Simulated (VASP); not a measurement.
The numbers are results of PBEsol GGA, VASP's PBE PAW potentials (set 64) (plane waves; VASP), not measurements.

VASP ran on this input.

**INCAR**
```
SYSTEM = CoP
PREC = Accurate
ENCUT = 400
EDIFF = 1E-7
NELM = 100
ALGO = Normal
LREAL = .FALSE.
LASPH = .TRUE.
ISMEAR = -5
GGA = PS
LMAXMIX = 4
LWAVE = .FALSE.
LCHARG = .TRUE.
LORBIT = 11
NEDOS = 601
ISIF = 2
```

### KPOINTS
```
Automatic mesh
0
Gamma
 15 15 15
0 0 0
```

POSCAR:
```
CoP
1
   -0.0000000000     2.2799923473     2.2799923473
    2.2799923473    -0.0000000000     2.2799923473
    2.2799923473     2.2799923473    -0.0000000000
Co P
1 1
Direct
  0.0000000000   0.0000000000   0.0000000000
  0.5000000000   0.5000000000   0.5000000000
```

POTCAR, in this order: Co P (PBE.64 set). Program: vasp_std.

Task: Estimate the energy per atom (σ→0), band gap (on the k-mesh).

Result: 
* **energy per atom (σ→0)**: -6.886 eV/atom
* **band gap (on the k-mesh)**: none (metal, semimetal or under 0.01 eV)

### OSZICAR
```
...
DAV:  11    -0.137711018253E+02   -0.20149E-04   -0.26640E-04  3715   0.250E-01    0.379E-02
DAV:  12    -0.137710867782E+02    0.15047E-04   -0.17324E-05  3960   0.516E-02    0.112E-02
DAV:  13    -0.137710844356E+02    0.23426E-05   -0.16282E-06  3522   0.973E-03    0.497E-03
DAV:  14    -0.137710824630E+02    0.19726E-05   -0.63953E-07  2263   0.104E-02    0.116E-03
DAV:  15    -0.137710827219E+02   -0.25890E-06   -0.64485E-08  1551   0.363E-03    0.659E-04
DAV:  16    -0.137710828333E+02   -0.11143E-06   -0.11347E-08  1500   0.989E-04    0.277E-04
DAV:  17    -0.137710828473E+02   -0.14015E-07   -0.10561E-09  1449   0.436E-04
   1 F= -.13771083E+02 E0= -.13771083E+02  d E =0.000000E+00
```

The structure was generated: CoP was put into the rock salt type (Fm-3m), which need not be its known phase. It was relaxed first, which changed the volume by -26 %. The run is not spin-polarised, so no magnetic state was tried.
